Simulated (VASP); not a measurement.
Input of a VASP 6.6.1 run:

Contents of INCAR:

```
SYSTEM = Al3BiO3
PREC = Accurate
ENCUT = 520
EDIFF = 1E-6
ISMEAR = 0
SIGMA = 0.1
LREAL = .FALSE.
LASPH = .TRUE.
NELM = 150
ALGO = Normal
ISIF = 2
LWAVE = .FALSE.
LCHARG = .FALSE.
METAGGA = R2SCAN
LMIXTAU = .TRUE.
NBANDS = 30
KPAR = 8
```

The input KPOINTS:

```
regular mesh
0
G
  6 10 6
  0 0 0
```

Contents of POSCAR:

```
Al3BiO3
1.0
    6.5548140000      0.0000000000      0.0000000000
    0.0000000000      3.2374000000      0.0000000000
   -0.0506820000      0.0000000000      6.6703610000
Al Bi O
3 1 3
Direct
    0.1611840000      0.0000000000      0.5423020000
    0.3845160000      0.5000000000      0.8714420000
    0.7958940000      0.0000000000      0.8487240000
    0.1336880000      0.0000000000      0.1186890000
    0.6593490000      0.5000000000      0.8890430000
    0.2839310000      0.5000000000      0.6153900000
    0.9146130000      0.0000000000      0.6224330000
```

Potentials or basis: VASP PAW PBE potentials, release 64 (Al, Bi_d, O).

Launch:

```bash
$ cat potpaw_PBE.64/Al/POTCAR potpaw_PBE.64/Bi_d/POTCAR potpaw_PBE.64/O/POTCAR > POTCAR
$ mpirun -np 8 vasp_std > vasp.out
```

**Question.** Predict the band gap on the k mesh.

**Answer.** None (metal or under the smearing width).

**Question.** Estimate the pressure.

**Answer.** -2.7 GPa.

**Question.** Estimate the largest force.

**Answer.** 0.333 eV/Å.

Stress tensor (GPa, compression positive):
```
-2.97  0.00  0.15
 0.00 -2.77  0.00
 0.15  0.00 -2.37
```

Caveat: the PAW data sets were made with another functional, which shifts forces and pressure a little; spin-orbit coupling is left out, which moves the levels of the heavy elements.
